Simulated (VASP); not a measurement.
Data:

```
CELL_PARAMETERS angstrom
      3.46734     0.00000     0.00000
      0.00000     3.46734     0.00000
      0.00000     0.00000    11.44096
ATOMIC_POSITIONS crystal
  Gd 0.00000 0.50000 0.00000
  Gd 0.50000 0.00000 0.50000
  Bi 0.00000 0.00000 0.25000
  Bi 0.00000 0.00000 0.75000
```

The numbers are results of PBEsol GGA, VASP's PBE PAW potentials (set 64) (plane waves; VASP), not measurements. Settings: 480 eV cut-off, 8×8×4 Γ-centred mesh, first-order Methfessel-Paxton smearing of 0.10 eV, potentials Gd_3 Bi_d.

The 4f electrons are frozen in the core of the lanthanide potential, so 4f levels, which can set the real gap, and their magnetism are missing.

Give the stress tensor in GPa (positive for a compressed cell).

```
-3.00   0.00   0.00
 0.00  -3.00   0.00
 0.00   0.00  -4.81
```
The pressure is its mean diagonal, -3.61 GPa.

The structure was generated: GdBi was put into the PtS type (P4_2/mmc), which need not be its known phase. This cell was strained or had an atom moved on purpose.
